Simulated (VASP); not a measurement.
A run of VASP 6.6.1 is set up as follows.

INCAR

```
SYSTEM = PtC18
ALGO = Fast
EDIFF = 1E-6
ENCUT = 520
GGA = PS
ISIF = 2
ISMEAR = 0
LASPH = .TRUE.
LCHARG = .FALSE.
LREAL = Auto
LWAVE = .FALSE.
NBANDS = 56
NELM = 60
PREC = Accurate
SIGMA = 0.05
```

KPOINTS

```
k-points
0
G
  2 2 1
  0 0 0
```

Contents of POSCAR:

```
PtC18
1.0
    7.3980000000      0.0000000000      0.0000000000
   -3.6990000000      6.4068560000      0.0000000000
    0.0000000000      0.0000000000     12.0000000000
C Pt
18 1
Direct
    0.0032669073     -0.0021347444      0.1002498333
    0.2304812396      0.1103355530      0.0939312500
    0.0046620023      0.3317146507      0.0785593333
    0.2258743878      0.4430823793      0.0791528333
    0.0047397229      0.6646884213      0.0810926667
    0.2263052851      0.7748874019      0.0802725833
    0.3410906685     -0.0035004689      0.0832050833
    0.5601408398      0.1086601603      0.0789741667
    0.3409106651      0.3352249528      0.0845895000
    0.5606700353      0.4430010601      0.0798151667
    0.3383666439      0.6647024687      0.0790653333
    0.5598329694      0.7755902427      0.0822106667
    0.6722724334     -0.0021077421      0.0816285000
    0.8915594218      0.1097057590      0.0857393333
    0.6713592446      0.3313094597      0.0784310833
    0.8926231339      0.4422787089      0.0774191667
    0.6724456572      0.6654057778      0.0827080000
    0.8916883010      0.7738099623      0.0882915833
    0.1719221164      1.1149415564      0.2571633333
```

Potentials or basis: VASP PAW PBE potentials, release 64 (C, Pt).

Run with:

```bash
$ cat potpaw_PBE.64/C/POTCAR potpaw_PBE.64/Pt/POTCAR > POTCAR
$ mpirun -np 1 vasp_std > vasp.out
```

Task: What does it give for the largest force?

Result: 0.460 eV/Å.

Task: Estimate the band gap on the k mesh.

Result: 0.26 eV, direct.

Forces on the atoms (eV/Å):
```
C   -0.008  0.010 -0.053
C    0.042  0.020 -0.095
C    0.013  0.019 -0.001
C    0.022  0.025 -0.001
C    0.009  0.019  0.022
C    0.012  0.030 -0.017
C   -0.011  0.021 -0.016
C    0.020  0.037 -0.003
C   -0.011  0.014  0.002
C    0.026  0.033  0.021
C    0.013  0.020 -0.009
C    0.017  0.019  0.000
C    0.006  0.024 -0.011
C    0.024  0.027 -0.024
C   -0.004  0.019  0.024
C    0.019  0.024  0.014
C    0.002  0.008  0.029
C    0.019  0.032  0.052
Pt  -0.212 -0.403  0.067
```

Caveat: the k mesh is coarse (spacing up to 0.49 Å⁻¹), so the values aren't converged; the PAW data sets were made with another functional, which shifts forces and pressure a little; spin-orbit coupling is left out, which moves the levels of the heavy elements.
